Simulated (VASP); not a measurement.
Method: PBE GGA, VASP's PBE PAW potentials (set 64) (plane waves; VASP).

The input files of a VASP run:

INCAR:
```
# general
SYSTEM  = NiSi2
PREC    = Accurate
ENCUT   = 400   # plane-wave cut-off (eV)
LREAL   = .False.
LASPH   = .True.   # aspherical one-centre terms

# electronic loop
EDIFF   = 1E-6
NELM    = 100   # most electronic steps
ALGO    = Normal
LMAXMIX = 4   # l cut-off of mixed one-centre charges

# smearing
ISMEAR  = 0   # Gaussian
SIGMA   = 0.05   # width (eV)

# functional
GGA     = PE

# ions
ISIF    = 2

# output
LWAVE   = .False.
LCHARG  = .False.
```

File POSCAR:
```
NiSi2
1
    0.0000000000     2.6902320000     2.7503790000
    2.7133950000     0.0000000000     2.7503790000
    2.7133950000     2.6902320000     0.0000000000
Si Ni
2 1
Direct
  0.2500000000   0.2500000000   0.2500000000
  0.7500000000   0.7500000000   0.7500000000
 -0.0123180000   0.0123180000   0.0123180000
```

KPOINTS:
```
Automatic mesh
0
Gamma
9 9 9
0 0 0
```

POTCAR, in this order: Si Ni (PBE.64 set). Program: vasp_std.

Q: Predict the energy per atom (σ→0), pressure, largest force, band gap (on the k-mesh).

A: 
| Item | Value |
|---|---|
| energy per atom (σ→0) | -5.783 eV/atom |
| band gap (on the k-mesh) | none (metal, semimetal or under 0.01 eV) |
| pressure | 12.8 kbar |
| largest force | 0.635 eV/Å |

OSZICAR:
```
...
DAV:   8    -0.173911890691E+02    0.81292E-01   -0.23050E+00  4773   0.260E+01    0.254E+00
DAV:   9    -0.173505634416E+02    0.40626E-01   -0.25748E-01  3983   0.100E+01    0.551E-01
DAV:  10    -0.173498317283E+02    0.73171E-03   -0.75375E-03  4735   0.149E+00    0.279E-01
DAV:  11    -0.173498951448E+02   -0.63417E-04   -0.88861E-04  4142   0.356E-01    0.327E-02
DAV:  12    -0.173499281299E+02   -0.32985E-04   -0.64018E-05  4279   0.143E-01    0.234E-02
DAV:  13    -0.173499299055E+02   -0.17756E-05   -0.26626E-05  3789   0.105E-01    0.857E-03
DAV:  14    -0.173499302732E+02   -0.36766E-06   -0.16808E-06  3277   0.116E-02
   1 F= -.17349930E+02 E0= -.17349428E+02  d E =-.100442E-02
```

The compound is NiSi2 in the fluorite structure. The cell was not relaxed at this level, atoms are displaced from their ideal sites. The run is one of a series of settings (ISMEAR = 0, SIGMA = 0.05 against the base run), some of them coarse on purpose. The run is not spin-polarised, so no magnetic state was tried.
